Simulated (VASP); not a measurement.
# A VASP study of FeNi3 (Awaruite) (AM05): structure first, properties next, part 3 of 6

What structure does FeNi3 (Awaruite) take at this level, and what are its properties? The start is a cell from a database of measured crystal structures.

VASP 6.6.1, plane waves and PAW; the level of theory is named at each step.

So far, largest spin moment in the PAW sphere (μB): step 2 (magnetic order: ferromagnetic) 2.91; step 4 (magnetic order: antiferromagnetic, q = (0, 0, 1/2)) 2.94; step 5 (magnetic order: antiferromagnetic, q = (1/2, 1/2, 1/2)) 2.97.

### 6. Magnetic order: antiferromagnetic, q = (1/2, 1/2, 0)

Level of this step: AM05, spin-polarised from an antiferromagnetic start; plane waves and PAW (Fe, Ni) (VASP).

Next, a pattern with opposite moments, which needs a doubled cell; q is given in the reciprocal vectors of the primitive cell.

INCAR

```
SYSTEM = FeNi3
PREC = Accurate
ENCUT = 400
EDIFF = 1E-06
NELM = 100
ISMEAR = 1
SIGMA = 0.2
LREAL = .FALSE.
ALGO = Normal
GGA = AM
NBANDS = 51
ISPIN = 2
MAGMOM = 3 -3 1 -1 1 -1 1 -1
LASPH = .TRUE.
LMAXMIX = 4
LORBIT = 11
LWAVE = .FALSE.
LCHARG = .FALSE.
KPAR = 8
ISIF = 2
```

POSCAR

```
FeNi3
1.0
    7.0900000000      0.0000000000      0.0000000000
    3.5450000000      3.5450000000      0.0000000000
    0.0000000000      0.0000000000      3.5450000000
Fe Ni
2 6
Direct
    0.0000000000      0.0000000000      0.0000000000
    0.5000000000      0.0000000000      0.0000000000
    0.7500000000      0.5000000000      0.5000000000
    0.2500000000      0.5000000000      0.5000000000
    0.2500000000      0.0000000000      0.5000000000
    0.7500000000      0.0000000000      0.5000000000
    0.0000000000      0.5000000000      0.0000000000
    0.5000000000      0.5000000000      0.0000000000
```

KPOINTS

```
Automatic mesh
0
Gamma
6 6 6
0 0 0
```

PAW data sets: Fe and Ni (PBE family, release 64).

Started as:

```
$ mpirun -np 8 vasp_std
```

The log of the run:

```text
[... set-up lines as in an earlier step ...]
 entering main loop
       N       E                     dE             d eps       ncg     rms          rms(c)
DAV:   1     0.521133110634E+03    0.52113E+03   -0.27637E+04 13376   0.175E+03
DAV:   2    -0.141661641780E+02   -0.53530E+03   -0.51142E+03 13056   0.370E+02
DAV:   3    -0.612193008504E+02   -0.47053E+02   -0.41737E+02 13253   0.145E+02
DAV:   4    -0.622348567339E+02   -0.10156E+01   -0.10066E+01 14085   0.254E+01
DAV:   5    -0.622556147737E+02   -0.20758E-01   -0.20753E-01 19284   0.296E+00    0.306E+01
DAV:   6    -0.548354314465E+02    0.74202E+01   -0.85533E+01 13600   0.103E+02    0.233E+01
DAV:   7    -0.555045808426E+02   -0.66915E+00   -0.19012E+01 13714   0.838E+01    0.249E+01
DAV:   8    -0.529591465106E+02    0.25454E+01   -0.11002E+01 13780   0.702E+01    0.967E+00
DAV:   9    -0.530344834331E+02   -0.75337E-01   -0.32186E+00 16102   0.290E+01    0.817E+00
DAV:  10    -0.530674995772E+02   -0.33016E-01   -0.13493E+00 15134   0.286E+01    0.809E+00
DAV:  11    -0.527247706564E+02    0.34273E+00   -0.10258E+00 15703   0.194E+01    0.159E+00
DAV:  12    -0.527153480620E+02    0.94226E-02   -0.11670E-01 16490   0.377E+00    0.605E-01
DAV:  13    -0.527160095844E+02   -0.66152E-03   -0.16213E-02 14631   0.105E+00    0.298E-01
DAV:  14    -0.527160899681E+02   -0.80384E-04   -0.13062E-03 13838   0.513E-01    0.168E-01
DAV:  15    -0.527160496626E+02    0.40306E-04   -0.31430E-04 15946   0.238E-01    0.641E-02
DAV:  16    -0.527160522950E+02   -0.26324E-05   -0.75611E-05 17678   0.983E-02    0.274E-02
DAV:  17    -0.527160514801E+02    0.81488E-06   -0.16250E-05 14542   0.470E-02    0.133E-02
DAV:  18    -0.527160519420E+02   -0.46196E-06   -0.38675E-06 13081   0.249E-02
   1 F= -.52716052E+02 E0= -.52716366E+02  d E =0.943506E-03  mag=    -0.0000
```

Elapsed: 46 s, on 8 MPI ranks of AMD EPYC 9R45, shared host; peak memory 3.5 GiB.

OUTCAR, selected parts (step 6):

```text
   k-points           NKPTS =     64   k-points in BZ     NKDIM =     64   number of bands    NBANDS=     51

   ENCUT  =  400.0 eV  29.40 Ry    5.42 a.u.  11.56  8.18  5.78*2*pi/ulx,y,z

   NELECT =      76.0000    total number of electrons

 E-fermi :   8.1924

 spin component 1
 k-point     1 :       0.0000    0.0000    0.0000
  band No.  band energies     occupation
    ...
     29       7.3285      1.00000
     30       7.3586      1.00000
     31       7.5137      1.00001
     32       7.6420      1.00035
     33       8.0505      0.96305
     34       8.2834      0.15550
     35       8.2834      0.15549
     36       8.2852      0.15018
     37       8.2978      0.11545
     38       8.3179      0.06796
    ...

 k-point     2 :       0.1667    0.0000    0.0000
  band No.  band energies     occupation
    ...
     32       7.6023      1.00012
     33       7.9450      1.03544
     34       7.9591      1.03489
     35       8.0263      0.99743
     36       8.0355      0.98592
     37       8.2454      0.28436
     38       8.2458      0.28251
     39       8.9105     -0.00000
     40       8.9312     -0.00000
     41       9.0895     -0.00000
    ...

  Total       -6.1219155     -6.1219155     -6.7550307     -0.0000684      0.0000000      0.0000000
  in kB     -110.0827322   -110.0827322   -121.4672489     -0.0012303      0.0000000      0.0000000
  external PRESSURE =    -113.8775711 kB  Pullay stress =       0.0000000 kB

 POSITION                                       TOTAL-FORCE (eV/Angst)
 -----------------------------------------------------------------------------------
      0.00000      0.00000      0.00000         0.000033      0.000033      0.000000
      3.54500      0.00000      0.00000         0.000033      0.000033      0.000000
      7.09000      1.77250      1.77250         0.000004     -0.000042      0.000000
      3.54500      1.77250      1.77250         0.000004     -0.000042      0.000000
      1.77250      0.00000      1.77250        -0.000042      0.000004     -0.000000
      5.31750      0.00000      1.77250        -0.000042      0.000004     -0.000000
      1.77250      1.77250      0.00000         0.000005      0.000005     -0.000000
      5.31750      1.77250      0.00000         0.000005      0.000005     -0.000000
 -----------------------------------------------------------------------------------
    total drift:                               -0.000056     -0.000056      0.000000

  FREE ENERGIE OF THE ION-ELECTRON SYSTEM (eV)
  ---------------------------------------------------
  free  energy   TOTEN  =       -52.7160519420 eV

  energy  without entropy=      -52.7169954476  energy(sigma->0) =      -52.71636644

 magnetization (x)
# of ion       s       p       d       tot
------------------------------------------
    1        0.015   0.014   2.883   2.912
    2       -0.015  -0.014  -2.883  -2.912
    3       -0.000  -0.000   0.000   0.000
    4        0.000   0.000  -0.000  -0.000
    5       -0.000  -0.000   0.000   0.000
    6        0.000   0.000  -0.000  -0.000
    7        0.000   0.000   0.000   0.000
    8       -0.000  -0.000  -0.000  -0.000
--------------------------------------------------
tot          0.000   0.000   0.000   0.000

[... 1 part as in an earlier step ...]

[... 14 further parts left out ...]
```

At this level the cell is under a tension of 11.4 GPa, so at these settings it is away from equilibrium.

Numbers from this step:

```
irreducible k-points    : 64
symmetry operations     : 4
free energy (TOTEN)     : -52.7161 eV
energy at zero smearing : -52.7164 eV
Fermi energy            : 8.192 eV
pressure                : -11.39 GPa
```

Spin moment in the PAW sphere by atom:

```csv
atom,spin moment in the PAW sphere (μB)
Fe1,2.91
Fe2,-2.91
Ni3,0.00
Ni4,0.00
Ni5,0.00
Ni6,0.00
Ni7,0.00
Ni8,0.00
```

The energy lies +63.7 meV an atom from the first pattern. The run ends antiferromagnetic with a largest moment of 2.91 μB, and the mesh shows no gap.

### 7. The orders side by side

This step: collinear orders at AM05; plane waves and PAW (VASP 6.6.1).

This step runs nothing: it gathers the runs above.

Patterns, by row:

```csv
start,atoms,energy less that of the first (meV/atom),largest site moment (μB),end state
ferromagnetic,4,0,2.91,ferromagnetic
antiferromagnetic within the cell,4,0,2.91,ferromagnetic
"antiferromagnetic, q = (0, 0, 1/2)",8,57.8,2.94,antiferromagnetic
"antiferromagnetic, q = (1/2, 1/2, 1/2)",8,92.6,2.97,antiferromagnetic
"antiferromagnetic, q = (1/2, 1/2, 0)",8,63.7,2.91,antiferromagnetic
```

The session goes on in the lowest magnetic state found: ferromagnetic. The next one lies 57.8 meV an atom higher.

### 8. Full relaxation (AM05)

This step: AM05, spin-polarised from a ferromagnetic start; plane waves and PAW (Fe, Ni) (VASP 6.6.1).

System of this step: FeNi3 (Awaruite). It takes space group Pm-3m (No. 221, cubic). Conventional cell: a = 3.545 Å, b = 3.545 Å, c = 3.545 Å, α = 90.00°, β = 90.00°, γ = 90.00°. Nearest to Fe lie 12 Ni at 2.51 Å. Nearest to Ni lie 4 Fe at 2.51 Å and 8 Ni at 2.51 Å. Farther neighbours are not listed.

Properties are meant for the cell that this level of theory prefers, so cell and atoms are relaxed first (ISIF = 3) until forces and stress are small; EDIFFG sets the threshold.

Edit INCAR of step 6 so:

```diff
@@ -10,5 +10,5 @@
 GGA = AM
-NBANDS = 51
+NBANDS = 30
 ISPIN = 2
-MAGMOM = 3 -3 1 -1 1 -1 1 -1
+MAGMOM = 2.91 0.66 0.66 0.66
 LASPH = .TRUE.
@@ -19,2 +19,5 @@
 KPAR = 8
-ISIF = 2
+IBRION = 2
+NSW = 60
+ISIF = 3
+EDIFFG = -0.01
```

POSCAR

```
FeNi3
1.0
    3.5450000000      0.0000000000      0.0000000000
    0.0000000000      3.5450000000      0.0000000000
    0.0000000000      0.0000000000      3.5450000000
Fe Ni
1 3
Direct
    0.0000000000      0.0000000000      0.0000000000
    0.0000000000      0.5000000000      0.5000000000
    0.5000000000      0.0000000000      0.5000000000
    0.5000000000      0.5000000000      0.0000000000
```

KPOINTS is that of step 6.

Started as:

```
$ mpirun -np 8 vasp_std
```

The log of the run:

```text
[... set-up lines as in an earlier step ...]
 entering main loop
       N       E                     dE             d eps       ncg     rms          rms(c)
DAV:   1     0.213115603142E+03    0.21312E+03   -0.14221E+04  2544   0.147E+03
DAV:   2    -0.186763563462E+02   -0.23179E+03   -0.21877E+03  2400   0.295E+02
DAV:   3    -0.311978033567E+02   -0.12521E+02   -0.11929E+02  2658   0.924E+01
DAV:   4    -0.313599889716E+02   -0.16219E+00   -0.16204E+00  2698   0.112E+01
DAV:   5    -0.313651028058E+02   -0.51138E-02   -0.51134E-02  3400   0.158E+00    0.217E+01
DAV:   6    -0.279788331534E+02    0.33863E+01   -0.30175E+01  2598   0.870E+01    0.190E+01
DAV:   7    -0.307416905430E+02   -0.27629E+01   -0.16662E+01  2696   0.929E+01    0.267E+01
DAV:   8    -0.265441997835E+02    0.41975E+01   -0.13946E+01  3164   0.460E+01    0.543E+00
DAV:   9    -0.266430361883E+02   -0.98836E-01   -0.45924E-01  3068   0.697E+00    0.318E+00
DAV:  10    -0.266133172858E+02    0.29719E-01   -0.65070E-02  3006   0.679E+00    0.165E+00
DAV:  11    -0.266074044332E+02    0.59129E-02   -0.21284E-02  3492   0.195E+00    0.969E-01
DAV:  12    -0.266105669406E+02   -0.31625E-02   -0.43103E-03  3356   0.141E+00    0.283E-01
DAV:  13    -0.266106644157E+02   -0.97475E-04   -0.77560E-04  3424   0.452E-01    0.542E-02
DAV:  14    -0.266106637416E+02    0.67410E-06   -0.13675E-04  3364   0.133E-01    0.533E-02
DAV:  15    -0.266106688914E+02   -0.51498E-05   -0.21958E-05  2702   0.106E-01    0.144E-02
DAV:  16    -0.266106693636E+02   -0.47216E-06   -0.27913E-06  2006   0.143E-02
   1 F= -.26610669E+02 E0= -.26613108E+02  d E =-.266107E+02  mag=     4.8904
 curvature:   0.00 expect dE= 0.000E+00 dE for cont linesearch  0.000E+00
 trial: gam= 0.00000 g(F)=  0.000E+00 g(S)=  0.307E+00 ort = 0.000E+00 (trialstep = 0.100E+01)
 search vector abs. value=  0.307E+00
 bond charge predicted
       N       E                     dE             d eps       ncg     rms          rms(c)
DAV:   1    -0.341329044682E+02   -0.75222E+01   -0.66972E+01  2508   0.108E+02    0.285E+01
DAV:   2    -0.569465019574E+02   -0.22814E+02   -0.10079E+02  2874   0.245E+02    0.559E+01
DAV:   3    -0.271074097167E+02    0.29839E+02   -0.96088E+01  2826   0.870E+01    0.121E+01
DAV:   4    -0.264971732129E+02    0.61024E+00   -0.54955E+00  2976   0.435E+01    0.126E+01
DAV:   5    -0.265184789102E+02   -0.21306E-01   -0.95138E-01  2830   0.140E+01    0.768E+00
DAV:   6    -0.266634905902E+02   -0.14501E+00   -0.15016E-01  3730   0.664E+00    0.560E+00
DAV:   7    -0.266271533662E+02    0.36337E-01   -0.13239E-01  3254   0.847E+00    0.211E+00
DAV:   8    -0.266119083548E+02    0.15245E-01   -0.21261E-01  3628   0.936E+00    0.228E+00
DAV:   9    -0.265964150196E+02    0.15493E-01   -0.33115E-02  3246   0.436E+00    0.773E-01
DAV:  10    -0.265940625008E+02    0.23525E-02   -0.13210E-02  3542   0.188E+00    0.367E-01
DAV:  11    -0.265940249883E+02    0.37512E-04   -0.12710E-03  2944   0.613E-01    0.122E-01
DAV:  12    -0.265940611442E+02   -0.36156E-04   -0.11281E-04  3126   0.170E-01    0.803E-02
DAV:  13    -0.265940541486E+02    0.69956E-05   -0.37152E-05  3626   0.129E-01    0.218E-02
DAV:  14    -0.265940519813E+02    0.21674E-05   -0.96957E-06  2772   0.370E-02    0.929E-03
DAV:  15    -0.265940516135E+02    0.36781E-06   -0.12295E-06  1398   0.185E-02
   2 F= -.26594052E+02 E0= -.26596835E+02  d E =0.166178E-01  mag=     4.8325
 trial-energy change:    0.016618  1 .order    0.034602   -0.307264    0.376469
 step:   0.4888(harm=  0.4494)  dis= 0.00000  next Energy=   -26.687870 (dE=-0.772E-01)
 bond charge predicted
       N       E                     dE             d eps       ncg     rms          rms(c)
DAV:   1    -0.287439947362E+02   -0.21499E+01   -0.17892E+01  2478   0.618E+01    0.149E+01
DAV:   2    -0.371191603931E+02   -0.83752E+01   -0.47627E+01  2786   0.128E+02    0.440E+01
DAV:   3    -0.269533932567E+02    0.10166E+02   -0.11752E+01  2942   0.952E+01    0.906E+00
DAV:   4    -0.266812650246E+02    0.27213E+00   -0.12597E+00  3146   0.155E+01    0.408E+00
DAV:   5    -0.266954701871E+02   -0.14205E-01   -0.14450E-01  2644   0.341E+00    0.246E+00
DAV:   6    -0.266935058414E+02    0.19643E-02   -0.23844E-02  3400   0.206E+00    0.954E-01
DAV:   7    -0.266886121484E+02    0.48937E-02   -0.64160E-03  2950   0.849E-01    0.493E-01
DAV:   8    -0.266894335711E+02   -0.82142E-03   -0.12721E-03  2786   0.484E-01    0.192E-01
DAV:   9    -0.266893971628E+02    0.36408E-04   -0.16676E-04  3434   0.243E-01    0.664E-02
DAV:  10    -0.266894089188E+02   -0.11756E-04   -0.28917E-05  3518   0.789E-02    0.448E-02
DAV:  11    -0.266894192406E+02   -0.10322E-04   -0.10545E-05  2644   0.435E-02    0.108E-02
DAV:  12    -0.266894193847E+02   -0.14412E-06   -0.16669E-06  1616   0.170E-02
   3 F= -.26689419E+02 E0= -.26692606E+02  d E =-.787500E-01  mag=     4.8686
 curvature:  -0.22 expect dE=-0.167E-05 dE for cont linesearch -0.167E-05
 trial: gam=-0.00490 g(F)=  0.180E-63 g(S)=  0.745E-05 ort = 0.151E-02 (trialstep = 0.898E+00)
 search vector abs. value=  0.281E-09
 reached required accuracy - stopping structural energy minimisation
```

Run time: 17 s. Hardware: 8 MPI ranks; peak memory 1.3 GiB.

OUTCAR, selected parts (step 8):

```text
   k-points           NKPTS =     20   k-points in BZ     NKDIM =     20   number of bands    NBANDS=     30

   NELECT =      38.0000    total number of electrons

 E-fermi :   9.0511

 spin component 1
 k-point     1 :       0.0000    0.0000    0.0000
  band No.  band energies     occupation
    ...
     17       8.4151      1.00003
     18       8.4151      1.00003
     19       8.4608      1.00012
     20       8.4608      1.00012
     21       8.4608      1.00012
     22      11.3022     -0.00000
     23      11.3022     -0.00000
     24      11.3022     -0.00000
     25      18.3542      0.00000
     26      18.3542      0.00000
    ...

 k-point     2 :       0.1667    0.0000    0.0000
  band No.  band energies     occupation
    ...
     17       8.1994      1.00000
     18       8.2464      1.00000
     19       8.2464      1.00000
     20       8.4153      1.00003
     21       8.4610      1.00012
     22       9.7629     -0.00000
     23      12.3553     -0.00000
     24      12.3553     -0.00000
     25      18.4321      0.00000
     26      18.6823      0.00000
    ...

  Total       -0.0143493     -0.0143493     -0.0143493     -0.0000000     -0.0000000      0.0000000
  in kB       -0.5435909     -0.5435909     -0.5435909     -0.0000000     -0.0000000      0.0000000
  external PRESSURE =      -0.5435909 kB  Pullay stress =       0.0000000 kB

 POSITION                                       TOTAL-FORCE (eV/Angst)
 -----------------------------------------------------------------------------------
      0.00000      0.00000      0.00000         0.000000     -0.000000      0.000000
     -0.00000      1.74205      1.74205        -0.000000     -0.000000      0.000000
      1.74205     -0.00000      1.74205         0.000000      0.000000      0.000000
      1.74205      1.74205      0.00000         0.000000     -0.000000      0.000000
 -----------------------------------------------------------------------------------
    total drift:                                0.000000     -0.000000     -0.000000

  FREE ENERGIE OF THE ION-ELECTRON SYSTEM (eV)
  ---------------------------------------------------
  free  energy   TOTEN  =       -26.6894193847 eV

  energy  without entropy=      -26.6989807290  energy(sigma->0) =      -26.69260650

 reached required accuracy - stopping structural energy minimisation

 magnetization (x)
# of ion       s       p       d       tot
------------------------------------------
    1        0.006  -0.000   2.847   2.853
    2       -0.013  -0.040   0.717   0.663
    3       -0.013  -0.040   0.717   0.663
    4       -0.013  -0.040   0.717   0.663
--------------------------------------------------
tot         -0.034  -0.121   4.997   4.842

[... 6 parts as in an earlier step ...]

[... 15 further parts left out ...]
```

The magnetic order is the lowest of the few collinear ones that converged above; longer or canted patterns were not tried. The run keeps the 48 symmetry operations of its start, so it cannot find a distortion of lower symmetry.

Relaxation path:

```csv
step,energy less that of the first step (eV),largest force (eV/Å),pressure (GPa),volume (Å³)
1,0.0000,0.0000,-10.48,44.55
2,0.0166,0.0000,14.30,40.02
3,-0.0787,0.0000,-0.05,42.29
```

```csv
"conventional cell, symmetrised",before,after,change
a (Å),3.545,3.484,-1.7 %
b (Å),3.545,3.484,-1.7 %
c (Å),3.545,3.484,-1.7 %
volume (Å³/atom),11.14,10.57,-5.1 %
```

The relaxed structure:

```
Fe Ni
1.0
     3.48410    0.00000    0.00000
     0.00000    3.48410    0.00000
     0.00000    0.00000    3.48410
Fe Ni
1 3
Cartesian
  0.0000 0.0000 0.0000
  0.0000 1.7420 1.7420
  1.7420 0.0000 1.7420
  1.7420 1.7420 0.0000
```

Numbers from this step:

```yaml
electrons: 38
bands: 30
irreducible_k_points: 20
symmetry_operations: 48
free_energy_toten: -26.69 eV
energy_at_zero_smearing: -26.69 eV
fermi_energy: 9.051 eV
pressure: -0.05436 GPa
moment_of_the_cell_from_the_last_line_of_the_log: 4.869 μB
scf_cycles_over_all_ionic_steps: 43
```

Spin moment in the PAW sphere by atom:

```csv
atom,spin moment in the PAW sphere (μB)
Fe1,2.85
Ni2,0.66
Ni3,0.66
Ni4,0.66
```

It ends with forces that vanish by symmetry and a pressure of -0.05 GPa.

(Continued in part 4 of 6.)

[Lines on the potential files, build, host, timing and source positions are cut from VASP's logs without a mark.]

[Logs are printed without paths, hosts, clocks, repeated set-up lines and the standing remarks that a program may print on its own settings, such as how far it seeks lower states.]

[Hosts, paths, dates, database ids (printed as entryN), source tags and the programs' standing remarks are cut or masked in the printed files.]

[A measured line is paired with the nearest computed mode of its activity, which favours agreement.]
